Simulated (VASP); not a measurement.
Here is the system:

```
CELL_PARAMETERS angstrom
     -0.00020     5.95650     5.95827
      5.95650    -0.00020     5.95827
      2.97815     2.97815     0.00000
ATOMIC_POSITIONS crystal
  Zn 0.99881 0.99881 0.00239
  Zn 0.99816 0.50224 0.99960
  Zn 0.50224 0.99816 0.99960
  Te 0.12495 0.12495 0.25010
  Te 0.14166 0.61932 0.23902
  Te 0.61932 0.14166 0.23902
  Te 0.61474 0.61474 0.27052
  Be 0.50012 0.50012 0.99976
```

Computed with PBEsol GGA, VASP's PBE PAW potentials (set 64) (plane waves; VASP 6.6.1). Settings: 400 eV cut-off, Gaussian smearing of 0.050 eV, potentials Zn Te Be.

Unless said otherwise, spin-orbit coupling is left out, though it shifts the bands of the heavy elements here.

Question: Give the energies of bands 23 to 36 at the high-symmetry points, in eV from the valence-band maximum.

Answer: 
```csv
band,Γ,Y,C0,Z,A0,T,S,R
23,-2.50,-3.04,-3.40,-4.26,-4.84,-5.01,-3.18,-4.64
24,-2.45,-2.90,-3.24,-3.26,-2.58,-2.56,-2.79,-2.94
25,-1.21,-2.77,-2.17,-3.14,-2.52,-2.46,-2.72,-2.88
26,-1.13,-1.91,-1.95,-3.13,-2.51,-2.41,-2.12,-2.74
27,-1.03,-1.66,-1.60,-2.93,-2.29,-2.31,-1.66,-2.65
28,-0.86,-1.31,-1.39,-2.78,-1.83,-1.21,-0.82,-2.08
29,-0.06,-1.28,-1.36,-2.77,-1.59,-1.01,-0.70,-1.84
30,-0.05,-1.05,-1.25,-1.27,-1.16,-0.99,-0.44,-1.64
31,0.00,-0.94,-0.56,-0.92,-1.16,-0.87,-0.43,-1.64
32,1.67,2.27,2.57,3.03,2.09,1.64,2.19,2.31
33,1.76,2.67,3.01,3.41,2.27,1.87,2.41,2.75
34,1.88,3.23,3.05,4.59,2.28,1.93,2.56,2.84
35,2.09,3.41,3.32,4.71,2.60,2.08,2.87,2.89
36,2.43,3.67,3.79,4.79,2.63,2.15,4.37,4.58
```

The gap is indirect, 1.63 eV, from the valence maximum at Γ to the conduction minimum at T.

The structure was generated: BeZn3Te4 was put into an ordered model structure (Amm2), which need not be its known phase. It was relaxed first.
